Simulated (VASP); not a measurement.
Computed with AM05 GGA, VASP's PBE PAW potentials (set 64) (plane waves; VASP).

Input for VASP

**KPOINTS**
```
Automatic
0
G
  15 15 8
```

**INCAR**
```
SYSTEM=Mg
PREC=Accurate; ENCUT=520; LREAL=.FALSE.
LASPH=.TRUE.
EDIFF=1E-7; NELM=100; ALGO=Normal
ISMEAR=-5
GGA=AM
ISIF=2
LWAVE=.FALSE.; LCHARG=.TRUE.; LORBIT=11
NEDOS=601
```

### POSCAR
```
Mg
1
    1.5969249419    -2.7659555823     0.0000000000
    1.5969249419     2.7659555823     0.0000000000
    0.0000000000     0.0000000000     5.1014849031
Mg
2
Direct
  0.3333330000   0.6666670000   0.2500000000
  0.6666670000   0.3333330000   0.7500000000
```

POTCAR, in this order: Mg (PBE.64 set). Program: vasp_std.

Problem. Predict the energy per atom (σ→0), band gap (on the k-mesh).

Solution. 
```
Item                                                         Value
------------------------  ----------------------------------------
energy per atom (σ→0)                               -1.633 eV/atom
band gap (on the k-mesh)  none (metal, semimetal or under 0.01 eV)
```

### OSZICAR
```
...
DAV:   6    -0.328314938995E+01    0.17234E-01   -0.18700E-03  1992   0.437E-01    0.656E-01
DAV:   7    -0.326666767135E+01    0.16482E-01   -0.97671E-03  1728   0.766E-01    0.364E-02
DAV:   8    -0.326664321824E+01    0.24453E-04   -0.36447E-05  2364   0.618E-02    0.107E-02
DAV:   9    -0.326664651807E+01   -0.32998E-05   -0.47254E-06  2040   0.142E-02    0.662E-04
DAV:  10    -0.326664693232E+01   -0.41425E-06   -0.25235E-08  2070   0.135E-03    0.234E-04
DAV:  11    -0.326664717373E+01   -0.24141E-06   -0.23208E-09  1092   0.346E-04    0.115E-05
DAV:  12    -0.326664717487E+01   -0.11387E-08   -0.79359E-11  1092   0.777E-05
   1 F= -.32666472E+01 E0= -.32666472E+01  d E =0.000000E+00
```

The compound is Mg in the hcp structure. It was relaxed first.
